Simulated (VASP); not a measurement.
```xyz
3
Lattice="1.5667 -2.7136 0.0000 1.5667 2.7136 0.0000 0.0000 0.0000 3.4665" Properties=species:S:1:pos:R:3 pbc="T T T"
Hf     0.0000     0.0000     0.0000
B      1.5667     0.9045     1.7332
B      1.5667    -0.9045     1.7332
```

Method: TPSS meta-GGA, VASP's PBE PAW potentials (set 64) (plane waves; VASP). Numerical set-up: 520 eV cut-off, 13×13×10 Γ-centred mesh, tetrahedra with Blöchl corrections, potentials Hf_pv B.

Unless said otherwise, spin-orbit coupling is left out, though it shifts the bands of the heavy elements here.

Estimate the energy per atom (σ→0), band gap (over mesh and band path) with the smallest direct gap where there is one.

```yaml
band gap (over mesh and band path): none (metal, semimetal or under 0.01 eV)
energy per atom (σ→0): -10.223 eV/atom
```

The compound is HfB2 in the AlB2 type structure. It was relaxed first.
